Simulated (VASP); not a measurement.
Calculation: PW91 GGA, VASP's PBE PAW potentials (set 64) (plane waves; VASP).

A VASP calculation is set up with these files.

File POSCAR:
```
SrTe
1
    0.0000000000     3.3594472707     3.3594472707
    3.3594472707     0.0000000000     3.3594472707
    3.3594472707     3.3594472707     0.0000000000
Sr Te
1 1
Direct
  0.0000000000   0.0000000000   0.0000000000
  0.5000000000   0.5000000000   0.5000000000
```

KPOINTS:
```
Regular mesh
0
G
  8 8 8
```

INCAR:
```
# general
SYSTEM =SrTe
PREC   =Accurate
ENCUT  =520
LREAL  =F
LASPH  =T

# electronic loop
EDIFF  =1E-7
NELM   =100
ALGO   =Normal
LMAXMIX=4

# smearing
ISMEAR =-5

# functional
GGA    =91

# ions
ISIF   =2

# output
LWAVE  =F
LCHARG =T
LORBIT =11
NEDOS  =601
```

POTCAR, in this order: Sr_sv Te (PBE.64 set). Program: vasp_std.

Unless said otherwise, spin-orbit coupling is left out, though it shifts the bands of the heavy elements here.

Problem. What does the run give for the energy per atom (σ→0), band gap (on the k-mesh)?

Solution. 
```json
{
 "energy per atom (σ→0)": "-4.180 eV/atom",
 "band gap (on the k-mesh)": "1.76 eV"
}
```

File OSZICAR:
```
...
DAV:   8    -0.836041085422E+01    0.14777E-02   -0.28640E-02   852   0.845E-01    0.292E-01
DAV:   9    -0.836064003880E+01   -0.22918E-03   -0.10285E-03   920   0.251E-01    0.101E-01
DAV:  10    -0.836079535295E+01   -0.15531E-03   -0.14525E-04   840   0.867E-02    0.195E-02
DAV:  11    -0.836081190259E+01   -0.16550E-04   -0.18633E-05   984   0.294E-02    0.280E-02
DAV:  12    -0.836081232544E+01   -0.42285E-06   -0.12993E-06   932   0.671E-03    0.360E-03
DAV:  13    -0.836081246441E+01   -0.13897E-06   -0.50711E-07   896   0.406E-03    0.122E-03
DAV:  14    -0.836081241982E+01    0.44589E-07   -0.27863E-08   564   0.115E-03
   1 F= -.83608124E+01 E0= -.83608124E+01  d E =0.000000E+00
```

The compound is SrTe in the rock salt structure. It was relaxed first.
